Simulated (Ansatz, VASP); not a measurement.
**Two plane-wave programs on Sr2Br3**

```
Sr Br
1.0
     5.52848    0.00000    0.00000
     0.00000    5.52848    0.00000
     0.00000    0.00000    5.52848
Sr Br
2 3
Direct
  0.00000 0.00000 0.00000
  0.50000 0.50000 0.50000
  0.00000 0.50000 0.50000
  0.50000 0.00000 0.50000
  0.50000 0.50000 0.00000
```

Alike in both runs: task relaxation of cell and atoms; functional PBE; k mesh 4 × 4 × 4; occupations gaussian, width 0.1 eV; no spin polarisation.

|  | VASP | Ansatz |
| --- | --- | --- |
| version | VASP 6.6.1 | Ansatz 0.2.0 |
| potentials or method | VASP PAW PBE potentials, release 64 (Sr_sv, Br) | scalar-relativistic, plane waves, PAW |
| plane-wave cutoff (eV) | 600 | 420 |
| valence electrons in the cell | 41 | 41 |

```tsv
	VASP	Ansatz	Ansatz less VASP
gap on the k mesh at the Fermi level, each at its own relaxed structure (eV)	none	none	-
relaxed volume (Å³/atom)	42.62	42.45	-0.162
relaxed cell length with the largest relative difference (Å)	5.973	5.965	-0.0076
energy change over the relaxation (meV/atom)	-160	-154	+6.2
```

A gap of «none» marks a metal or a gap that the smearing closes.

Caveats: the volume moved by over 15 % at a fixed basis, so the end points are rough (VASP); an odd number of electrons without spin polarisation forces a metal; a magnetic or distorted state may lie lower.
